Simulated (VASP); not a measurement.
Data:

```
KI
1.0
    0.00000     3.51012     3.51012
    3.51012     0.00000     3.51012
    3.51012     3.51012     0.00000
K I
1 1
Direct
  0.00000   0.00000   0.00000
  0.50000   0.50000   0.50000
```

Level of theory: PBEsol GGA, VASP's PBE PAW potentials (set 64) (plane waves; VASP). Run with 400 eV cut-off, 7×7×7 Γ-centred mesh, Gaussian smearing of 0.010 eV, potentials K_sv I.

### Question
Give the electronic dielectric tensor ε∞ (DFPT, local fields included).

### Answer

```
2.95  0.00  0.00
0.00  2.95  0.00
0.00  0.00  2.95
```

### Question
Give the Born effective charges.

### Answer

```json
[
 {"atom": "K1", "Z*xx": "1.14", "Z*yy": "1.14", "Z*zz": "1.14", "mean": "1.14"},
 {"atom": "I2", "Z*xx": "-1.14", "Z*yy": "-1.14", "Z*zz": "-1.14", "mean": "-1.14"}
]
```

The compound is KI in the rock salt structure. It was relaxed first.
